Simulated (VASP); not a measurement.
Method: LDA (Ceperley-Alder, Perdew-Zunger), VASP's LDA PAW potentials (set 64) (plane waves; VASP).

VASP ran on this input.

**INCAR**
```
! general
SYSTEM   =  CoAl
PREC     =  Accurate
ENCUT    =  500
LREAL    =  .FALSE.
LASPH    =  .TRUE.

! electronic loop
EDIFF    =  1E-6
NELM     =  100
ALGO     =  Normal
LMAXMIX  =  4

! smearing
ISMEAR   =  1
SIGMA    =  0.1

! ions
IBRION   =  2
NSW      =  40
ISIF     =  3
EDIFFG   =  -0.02
PSTRESS  =  200

! output
LWAVE    =  .FALSE.
LCHARG   =  .FALSE.
```

File KPOINTS:
```
Automatic
0
gamma
13 13 13
```

**POSCAR**
```
CoAl
1.0
  2.7213067307   0.0000000000   0.0000000000
  0.0000000000   2.7213067307   0.0000000000
  0.0000000000   0.0000000000   2.7213067307
Al Co
1 1
Cart
  1.3606533653   1.3606533653   1.3606533653
  0.0000000000   0.0000000000   0.0000000000
```

POTCAR, in this order: Al Co (LDA.64 set). Program: vasp_std.

Output

### OSZICAR
```
       N       E                     dE             d eps       ncg     rms          rms(c)
DAV:   1     0.359220845706E+02    0.35922E+02   -0.54057E+03  1688   0.128E+03
DAV:   2    -0.140319645585E+02   -0.49954E+02   -0.47247E+02  1694   0.197E+02
DAV:   3    -0.152798758295E+02   -0.12479E+01   -0.12389E+01  1976   0.403E+01
DAV:   4    -0.153008475244E+02   -0.20972E-01   -0.20965E-01  1986   0.480E+00
DAV:   5    -0.153014749809E+02   -0.62746E-03   -0.62744E-03  1978   0.827E-01    0.136E+01
DAV:   6    -0.168941067945E+02   -0.15926E+01   -0.58178E+01  1874   0.123E+02    0.146E+01
DAV:   7    -0.136624560359E+02    0.32317E+01   -0.25444E+01  1856   0.776E+01    0.220E+00
DAV:   8    -0.136298459207E+02    0.32610E-01   -0.19811E-01  1800   0.430E+00    0.120E+00
DAV:   9    -0.136126066957E+02    0.17239E-01   -0.48204E-02  2076   0.309E+00    0.296E-01
DAV:  10    -0.136122130198E+02    0.39368E-03   -0.11471E-03  2358   0.530E-01    0.161E-01
DAV:  11    -0.136121957356E+02    0.17284E-04   -0.24147E-05  1886   0.473E-02    0.135E-02
DAV:  12    -0.136121905268E+02    0.52088E-05   -0.18795E-05  1946   0.682E-02    0.597E-03
DAV:  13    -0.136121904932E+02    0.33640E-07   -0.35274E-07   884   0.656E-03
   1 F= -.11096531E+02 E0= -.11096270E+02  d E =-.110965E+02
```

File OUTCAR:
```
------------------------ aborting loop because EDIFF is reached ----------------------------------------
  FORCE on cell =-STRESS in cart. coord.  units (eV):
  Direction    XX          YY          ZZ          XY          YZ          ZX
  --------------------------------------------------------------------------------------
  Total        2.4951380      2.4951380      2.4951380     -0.0000000      0.0000000     -0.0000000
  in kB      198.3684790    198.3684790    198.3684790     -0.0000000      0.0000000     -0.0000000
  external PRESSURE =      -1.6315210 kB  Pullay stress =     200.0000000 kB
  volume of cell :       20.15
      direct lattice vectors                 reciprocal lattice vectors
     2.721306731  0.000000000  0.000000000     0.367470520  0.000000000  0.000000000
     0.000000000  2.721306731  0.000000000     0.000000000  0.367470520  0.000000000
     0.000000000  0.000000000  2.721306731     0.000000000  0.000000000  0.367470520
 POSITION                                       TOTAL-FORCE (eV/Angst)
 -----------------------------------------------------------------------------------
      1.36065      1.36065      1.36065         0.000000      0.000000      0.000000
      0.00000      0.00000      0.00000         0.000000      0.000000      0.000000
 -----------------------------------------------------------------------------------
    total drift:                               -0.000000      0.000000     -0.000000
  FREE ENERGIE OF THE ION-ELECTRON SYSTEM (eV)
  ---------------------------------------------------
  free  energy   TOTEN  =       -13.6121904932 eV

  energy  without entropy=      -13.6114089542  energy(sigma->0) =      -13.61192998
  enthalpy is  TOTEN    =       -11.0965307459 eV   P V=        2.5156597472

 reached required accuracy - stopping structural energy minimisation
```
(Selected blocks of OUTCAR.)

The compound is CoAl in the CsCl type structure. It was relaxed first under an external pressure of 20 GPa. The run is not spin-polarised, so no magnetic state was tried.
